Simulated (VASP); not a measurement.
# InF (R-3m) in VASP: relaxation of cell and atoms with PBE

Aim: the relaxation of cell and atoms of InF with PBE.

All numbers are computed with VASP 6.6.1; they aren't measurements. Logs are shortened: lines on timing, memory, paths and dates and some standing lists are left out, and cuts for length are marked.

## 1. The structure

Symmetry: R-3m, No. 166, trigonal system. The conventional cell has a = 3.083 Å, b = 3.083 Å, c = 14.971 Å, α = 90.00°, β = 90.00°, γ = 120.00°. Around In (site symmetry -3m) lie 6 F at 3.06 Å and 6 In at 3.08 Å. F (site symmetry -3m) has 6 In at 3.06 Å and 6 F at 3.08 Å as nearest neighbours.

The cell was built by a generator and needn't be a form met in nature.

## 2. Relaxation of cell and atoms, PBE

The input, INCAR:

```
SYSTEM = InF
PREC = Accurate
ENCUT = 600
EDIFF = 1E-6
ISMEAR = 0
SIGMA = 0.05
LREAL = .FALSE.
LASPH = .TRUE.
NELM = 100
ALGO = Normal
ISIF = 3
LWAVE = .FALSE.
LCHARG = .FALSE.
GGA = PE
IBRION = 2
NSW = 40
EDIFFG = -0.02
```

The input, KPOINTS:

```
Automatic mesh
0
G
  10 10 10
  0 0 0
```

The input, POSCAR:

```
InF
1.0
    1.5415344900      0.8900053500      4.9902347500
   -1.5415344900      0.8900053500      4.9902347500
    0.0000000000     -1.7800107100      4.9902347500
In F
1 1
Direct
    0.5000000000      0.5000000000      0.5000000000
    0.0000000000      0.0000000000      0.0000000000
```

Potentials or basis: VASP PAW PBE potentials, release 64 (In_d, F).

The run is started by

```console
$ cat potpaw_PBE.64/In_d/POTCAR potpaw_PBE.64/F/POTCAR > POTCAR
$ mpirun -np 1 vasp_std > vasp.out
```

OUTCAR:

```text
SYSTEM = InF
   PREC = Accurate
   ENCUT = 600
   EDIFF = 1E-6
   ISMEAR = 0
   LREAL = .FALSE.
   LASPH = .TRUE.
   NELM = 100
   ISIF = 3
   GGA = PE
   IBRION = 2
   NSW = 40
   EDIFFG = -0.02

 ion  position               nearest neighbor table
   1  0.500  0.500  0.500-
   2  0.000  0.000  0.000-

  LATTYP: Found a trigonal (rhomboedric) cell.
 ALAT       =     5.2981960106
 COS(alpha) =     0.8306908438

  Lattice vectors:

 A1 = (   1.5415344900,   0.8900053500,   4.9902347500)
 A2 = (  -1.5415344900,   0.8900053500,   4.9902347500)
 A3 = (   0.0000000000,  -1.7800107100,   4.9902347500)

Analysis of symmetry for initial positions (statically):
=====================================================================
 Subroutine PRICEL returns:
 Original cell was already a primitive cell.

 Routine SETGRP: Setting up the symmetry group for a
 trigonal (rhombohedral) supercell.

 Subroutine GETGRP returns: Found 12 space group operations
 (whereof 12 operations were pure point group operations)
 out of a pool of 12 trial point group operations.

The static configuration has the point symmetry D_3d.

Analysis of symmetry for dynamics (positions and initial velocities):
=====================================================================
 Subroutine PRICEL returns:
 Original cell was already a primitive cell.

 Routine SETGRP: Setting up the symmetry group for a
 trigonal (rhombohedral) supercell.

 Subroutine GETGRP returns: Found 12 space group operations
 (whereof 12 operations were pure point group operations)
 out of a pool of 12 trial point group operations.

The dynamic configuration has the point symmetry D_3d.

 Subroutine INISYM returns: Found 12 space group operations
 (whereof 12 operations are pure point group operations),
 and found     1 'primitive' translations

----------------------------------------------------------------------------------------

                                     Primitive cell

  volume of cell :      41.0788

  direct lattice vectors                    reciprocal lattice vectors
     1.541534490  0.890005350  4.990234750     0.324352133  0.187264791  0.066797125
    -1.541534490  0.890005350  4.990234750    -0.324352133  0.187264791  0.066797125
     0.000000000 -1.780010710  4.990234750     0.000000000 -0.374529582  0.066797125

  length of vectors
     5.298196011  5.298196011  5.298196013     0.380439567  0.380439567  0.380439567

  position of ions in fractional coordinates (direct lattice)
     0.500000000  0.500000000  0.500000000
     0.000000000  0.000000000  0.000000000

  ion indices of the primitive-cell ions
   primitive index   ion index
                 1           1
                 2           2

----------------------------------------------------------------------------------------

 KPOINTS: Automatic mesh

Automatic generation of k-mesh.
 Grid dimensions read from file:
 generate k-points for:   10   10   10

 Generating k-lattice:

  Cartesian coordinates                     Fractional coordinates (reciprocal lattice)
     0.032435213  0.018726479  0.006679712     0.100000000  0.000000000 -0.000000000
    -0.032435213  0.018726479  0.006679712     0.000000000  0.100000000 -0.000000000
     0.000000000 -0.037452958  0.006679712     0.000000000  0.000000000  0.100000000

  Length of vectors
     0.038043957  0.038043957  0.038043957

  Shift w.r.t. Gamma in fractional coordinates (k-lattice)
     0.000000000  0.000000000  0.000000000

 Subroutine IBZKPT returns following result:
 ===========================================

 Found    116 irreducible k-points:

 Following reciprocal coordinates:
            Coordinates               Weight
  0.000000  0.000000  0.000000      1.000000
  0.100000  0.000000  0.000000      6.000000
  0.200000  0.000000  0.000000      6.000000
  0.300000  0.000000 -0.000000      6.000000
  0.400000 -0.000000  0.000000      6.000000
  0.500000  0.000000  0.000000      3.000000
[... 16 lines left out ...]
  0.300000  0.300000  0.000000      6.000000
  0.400000  0.300000  0.000000     12.000000
 [... further k-points ...]
   k-points           NKPTS =    116   k-points in BZ     NKDIM =    116   number of bands    NBANDS=     14
   number of dos      NEDOS =    301   number of ions     NIONS =      2
   total plane-waves  NPLWV =  74088
   dimension x,y,z NGX =    42 NGY =   42 NGZ =   42
   dimension x,y,z NGXF=    84 NGYF=   84 NGZF=   84
   ions per type =               1   1
   NGX,Y,Z   is equivalent  to a cutoff of  13.18, 13.18, 13.18 a.u.
   NGXF,Y,Z  is equivalent  to a cutoff of  26.36, 26.36, 26.36 a.u.
 SYSTEM =  InF
   PREC   = accura    normal or accurate (medium, high low for compatibility)
   ISTART =      0    job   : 0-new  1-cont  2-samecut
   ICHARG =      2    charge: 1-file 2-atom 10-const
   ISPIN  =      1    spin polarized calculation?
   LNONCOLLINEAR =      F non collinear calculations
   LSORBIT =      F    spin-orbit coupling
   LASPH  =      T    aspherical Exc in radial PAW
   ENCUT  =  600.0 eV  44.10 Ry    6.64 a.u.  10.58 10.58 10.58*2*pi/ulx,y,z
   NELM   =    100;   NELMIN=  2; NELMDL= -5     # of ELM steps
   EDIFF  = 0.1E-05   stopping-criterion for ELM
   LREAL  =      F    real-space projection
   EDIFFG = -.2E-01   stopping-criterion for IOM
   NSW    =     40    number of steps for IOM
   IBRION =      2    ionic relax: 0-MD 1-quasi-New 2-CG
   NFREE  =      1    steps in history (QN), initial steepest desc. (CG)
   ISIF   =      3    stress and relaxation
   ISYM   =      2    0-nonsym 1-usesym 2-fastsym
   POTIM  = 0.5000    time-step for ionic-motion
   TEBEG  =    0.0;   TEEND  =   0.0 temperature during run
   PSTRESS=    0.0 pullay stress
   NELECT =      20.0000    total number of electrons
   NUPDOWN=      -1.0000    fix difference up-down
   EMIN   =  10.00;   EMAX   =-10.00  energy-range for DOS
   EFERMI =   0.00;   METHOD = LEGACY
   ISMEAR =     0;   SIGMA  =   0.05  broadening in eV -4-tet -1-fermi 0-gaus
   EFERMI_NEDOS =   21; number of points for ismear=-14 and -15
   IALGO  =     38    algorithm
   IMIX   =      4    mixing-type and parameters
     AMIX     =   0.40;   BMIX     =  1.00
     AMIX_MAG =   1.60;   BMIX_MAG =  1.00
  volume/ion in A,a.u.               =      20.54       138.61
  Fermi-wavevector in a.u.,A,eV,Ry     =   1.287890  2.433759 22.567451  1.658661
  Thomas-Fermi vector in A             =   2.419877
   LORBIT       =      0    0 simple, 1 ext, 2 COOP (PROOUT), +10 PAW based schemes
   GGA     = PE    functional components
   LHFCALC =     F    Hartree Fock is set to
   AEXX    =    0.0000 exact exchange contribution
   IVDW    =     0    specifies the selected vdW correction
   LEPSILON=     F    determine dielectric tensor
   LRPA    =     F    only Hartree local field effects (RPA)
 conjugate gradient relaxation of ions
 non-spin polarized calculation
 Gauss-broadening in eV      SIGMA  =   0.05
  energy-cutoff  :      600.00
  volume of cell :       41.08
 maximum number of plane-waves:      1387
   NGX = 21   NGY = 21   NGZ = 21

--------------------------------------- Ionic step        1  -------------------------------------------

 number of electron      20.0000004 magnetization

 Free energy of the ion-electron system (eV)
  ---------------------------------------------------
  ext. energy  EPLUGINS =         0.00000000
  ---------------------------------------------------
  free energy    TOTEN  =        -6.35795059 eV

  energy without entropy =       -6.35737900  energy(sigma->0) =       -6.35766479

------------------------ aborting loop because EDIFF is reached ----------------------------------------

  FORCE on cell =-STRESS in cart. coord.  units (eV):
  Direction    XX          YY          ZZ          XY          YZ          ZX
  --------------------------------------------------------------------------------------
  -------------------------------------------------------------------------------------
  Total        1.0188557      1.0188557     -6.9704810      0.0000000      0.0000000      0.0000000
  in kB       39.7379217     39.7379218   -271.8662143      0.0000000      0.0000002      0.0000000
  external PRESSURE =     -64.1301236 kB  Pullay stress =       0.0000000 kB
[... 911 lines left out ...]
  band No.  band energies     occupation
      1     -18.0100      2.00000
      2      -9.8233      2.00000
      3      -9.6617      2.00000
      4      -9.6505      2.00000
      5      -9.6225      2.00000
      6      -9.5897      2.00000
      7      -1.1175      2.00000
      8      -0.0764      2.00000
      9       0.4634      2.00000
     10       2.3563      2.00000
     11       7.0515      0.00000
     12       9.6931      0.00000
     13      10.3177      0.00000
     14      13.5189      0.00000

 [... further k-points ...]

[... ionic steps 4 to 10 ...]

--------------------------------------- Ionic step       11  -------------------------------------------

 number of electron      20.0000000 magnetization

------------------------ aborting loop because EDIFF is reached ----------------------------------------

  FORCE on cell =-STRESS in cart. coord.  units (eV):
  Direction    XX          YY          ZZ          XY          YZ          ZX
  --------------------------------------------------------------------------------------
  -------------------------------------------------------------------------------------
  Total        0.0098494      0.0098494      0.0636861      0.0000000     -0.0000000      0.0000000
  in kB        0.3845421      0.3845421      2.4864435      0.0000000     -0.0000000      0.0000000
  external PRESSURE =       1.0851759 kB  Pullay stress =       0.0000000 kB
[... 57 lines left out ...]
  energy  without entropy=       -7.4148540720  energy(sigma->0) =       -7.41485407

--------------------------------------- Ionic step       13  -------------------------------------------

 number of electron      20.0000001 magnetization

 Free energy of the ion-electron system (eV)
  ---------------------------------------------------
  ext. energy  EPLUGINS =         0.00000000
  ---------------------------------------------------
  free energy    TOTEN  =        -7.41496413 eV

  energy without entropy =       -7.41496413  energy(sigma->0) =       -7.41496413

 E-fermi :   4.0492     XC(G=0):  -9.3228

 val. band max:        3.8402137486   @ k =   0.5000   0.0000   0.0000
 cond. band min:       4.2653808401   @ k =   0.5000   0.0000   0.0000
 fundamental gap:      0.4251670916
 Fermi energy:         4.0491645056

 k-point     1 :       0.0000    0.0000    0.0000
  band No.  band energies     occupation
      1     -18.3681      2.00000
      2      -9.8691      2.00000
      3      -9.8691      2.00000
      4      -9.8661      2.00000
      5      -9.7507      2.00000
      6      -9.7507      2.00000
      7      -1.2610      2.00000
      8      -0.1770      2.00000
      9       0.3428      2.00000
     10       0.3428      2.00000
     11      10.9074      0.00000
     12      13.2677      0.00000
[... 422 lines left out ...]
  FREE ENERGIE OF THE ION-ELECTRON SYSTEM (eV)
  ---------------------------------------------------
  free  energy   TOTEN  =        -7.4149641268 eV

  energy  without entropy=       -7.4149641268  energy(sigma->0) =       -7.41496413

 reached required accuracy - stopping structural energy minimisation
```

It took 13 min on 1 thread of Intel Xeon Platinum 8488C (Sapphire Rapids), shared host; peak memory 0.34 GiB.

What came out:

```
Free energy                            : -7.4150 eV
Relaxed volume                         : 20.52 Å³/atom
Relaxed cell                           : a = 4.161 Å, b = 4.161 Å, c = 4.161 Å, α = 51.75°, β = 51.75°, γ = 51.75°
Space group after relaxing (to 0.05 Å) : R-3m (No. 166)
Energy gained by relaxing              : 528.5 meV/atom
Ionic steps                            : 13
Pressure after relaxing                : 0.1 GPa
Band gap on the k mesh                 : 0.43 eV, direct
```

Stress tensor (GPa, compression positive):
```
0.03 0.00 0.00
0.00 0.03 0.00
0.00 0.00 0.15
```

The path:
| step | energy change (eV) | largest force (eV/Å) | pressure (GPa) | volume (Å³) |
| --- | --- | --- | --- | --- |
| 1 | 0.0000 | 0.0000 | -6.41 | 41.08 |
| 2 | -0.8962 | 0.0000 | -1.01 | 35.87 |
| 3 | -0.9503 | 0.0000 | 1.76 | 34.73 |
| 4 | -0.9547 | 0.0000 | 3.16 | 34.24 |
| 5 | -0.9880 | 0.0000 | 1.55 | 35.89 |
| 6 | -1.0179 | 0.0000 | -0.94 | 39.33 |
| 7 | -1.0425 | 0.0000 | -0.18 | 39.76 |
| 8 | -1.0556 | 0.0000 | 0.71 | 40.29 |
| 9 | -1.0555 | 0.0000 | 0.75 | 40.32 |
| 10 | -1.0560 | 0.0000 | -0.41 | 41.64 |
| 11 | -1.0569 | 0.0000 | 0.11 | 41.04 |
| 12 | -1.0569 | 0.0000 | 0.07 | 41.06 |
| 13 | -1.0570 | 0.0000 | 0.07 | 41.05 |

Final structure:
```
In F
1.0
     1.81576    1.04833    3.59386
    -1.81576    1.04833    3.59386
     0.00000   -2.09666    3.59386
In F
1 1
Direct
  0.50000 0.50000 0.50000
  0.00000 0.00000 0.00000
```

Levels at points of the mesh, in eV from the valence-band top:
```
           k point  band 6  band 7  band 8  band 9  band 10  band 11  band 12  band 13  band 14
(0.00, 0.00, 0.00)  -13.59   -5.10   -4.02   -3.50    -3.50     7.07     9.43     9.44     9.44
(0.50, 0.00, 0.00)  -13.57   -5.47   -3.71   -3.50     0.00     0.43     5.68     6.38    10.06
(0.50, 0.50, 0.00)  -13.56   -4.83   -4.25   -3.80    -1.86     2.39     5.76     6.68     7.32
(0.50, 0.50, 0.50)  -13.58   -6.42   -3.41   -3.41    -0.73     1.18     7.95     7.95    12.17
```

Caveat: spin-orbit coupling is left out, which moves the levels of the heavy elements. A k mesh can miss the band edges.
